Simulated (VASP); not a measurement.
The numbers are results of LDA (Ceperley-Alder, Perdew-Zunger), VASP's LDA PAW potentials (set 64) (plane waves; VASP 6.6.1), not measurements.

A VASP calculation is set up with these files.

File KPOINTS:
```
Regular mesh
0
Gamma
11 11 11
0 0 0
```

### POSCAR
```
HgTe
1
    0.0000000000     3.2239852849     3.2239852849
    3.2239852849     0.0000000000     3.2239852849
    3.2239852849     3.2239852849     0.0000000000
Hg Te
1 1
Direct
  0.0000000000   0.0000000000   0.0000000000
  0.2500000000   0.2500000000   0.2500000000
```

### INCAR
```
LORBIT=11   # lm-projected
ENCUT=400   # plane-wave cut-off (eV)
LASPH=T   # aspherical one-centre terms
EDIFF=1E-7
ISMEAR=-5   # tetrahedra, Bloechl
LWAVE=F
ISIF=2   # forces and stress, cell fixed
PREC=Accurate
SYSTEM=HgTe
NEDOS=601   # DOS grid
LMAXMIX=6   # l cut-off of mixed one-centre charges
NELM=100   # most electronic steps
LCHARG=T
LREAL=F
ALGO=Normal
```

POTCAR, in this order: Hg Te (LDA.64 set). Program: vasp_std.

The run wrote:

**OSZICAR**
```
       N       E                     dE             d eps       ncg     rms          rms(c)
DAV:   1     0.949814052678E+02    0.94981E+02   -0.71474E+03  1472   0.970E+02
DAV:   2    -0.152005686560E+01   -0.96501E+02   -0.92725E+02  1636   0.250E+02
DAV:   3    -0.522931554303E+01   -0.37093E+01   -0.36936E+01  1751   0.514E+01
DAV:   4    -0.526820603866E+01   -0.38890E-01   -0.38887E-01  2051   0.475E+00
DAV:   5    -0.526830328902E+01   -0.97250E-04   -0.97247E-04  1756   0.220E-01    0.809E+00
DAV:   6    -0.505532658453E+01    0.21298E+00   -0.50706E-01  1686   0.107E+01    0.636E+00
DAV:   7    -0.504158675529E+01    0.13740E-01   -0.10762E-01  1611   0.263E+00    0.221E+00
DAV:   8    -0.503883640861E+01    0.27503E-02   -0.11884E-02  1511   0.150E+00    0.599E-01
DAV:   9    -0.503848291626E+01    0.35349E-03   -0.83479E-04  1671   0.352E-01    0.145E-01
DAV:  10    -0.503847463090E+01    0.82854E-05   -0.72173E-05  1673   0.882E-02    0.564E-02
DAV:  11    -0.503847639887E+01   -0.17680E-05   -0.20568E-05  1671   0.491E-02    0.322E-02
DAV:  12    -0.503847517406E+01    0.12248E-05   -0.36300E-06  1566   0.205E-02    0.144E-02
DAV:  13    -0.503847518988E+01   -0.15820E-07   -0.24843E-07  1556   0.337E-03
   1 F= -.50384752E+01 E0= -.50384752E+01  d E =0.000000E+00
```

### OUTCAR
```
------------------------ aborting loop because EDIFF is reached ----------------------------------------
  FORCE on cell =-STRESS in cart. coord.  units (eV):
  Direction    XX          YY          ZZ          XY          YZ          ZX
  --------------------------------------------------------------------------------------
  Total       -0.0170391     -0.0170391     -0.0170391     -0.0000000     -0.0000000      0.0000000
  in kB       -0.4073327     -0.4073327     -0.4073327     -0.0000000     -0.0000000      0.0000000
  external PRESSURE =      -0.4073327 kB  Pullay stress =       0.0000000 kB
  volume of cell :       67.02
      direct lattice vectors                 reciprocal lattice vectors
     0.000000000  3.223985285  3.223985285    -0.155087556  0.155087556  0.155087556
     3.223985285  0.000000000  3.223985285     0.155087556 -0.155087556  0.155087556
     3.223985285  3.223985285  0.000000000     0.155087556  0.155087556 -0.155087556
 POSITION                                       TOTAL-FORCE (eV/Angst)
 -----------------------------------------------------------------------------------
      0.00000      0.00000      0.00000        -0.000000      0.000000     -0.000000
      1.61199      1.61199      1.61199         0.000000     -0.000000      0.000000
 -----------------------------------------------------------------------------------
    total drift:                                0.000000      0.000000      0.000000
  FREE ENERGIE OF THE ION-ELECTRON SYSTEM (eV)
  ---------------------------------------------------
  free  energy   TOTEN  =        -5.0384751899 eV

  energy  without entropy=       -5.0384751899  energy(sigma->0) =       -5.03847519

 total charge

# of ion       s       p       d       tot
------------------------------------------
    1        0.758   0.431   9.350  10.539
    2        1.376   1.974   0.036   3.386
--------------------------------------------------
tot          2.134   2.405   9.386  13.925
```
(Selected blocks of OUTCAR.)

For a metal the tetrahedron method with Blöchl corrections gives inexact stress and forces.

The structure comes from a computed database's HgTe entry (F-43m); how it stands against other phases isn't given here. It was relaxed first, which changed the volume by -6 %.
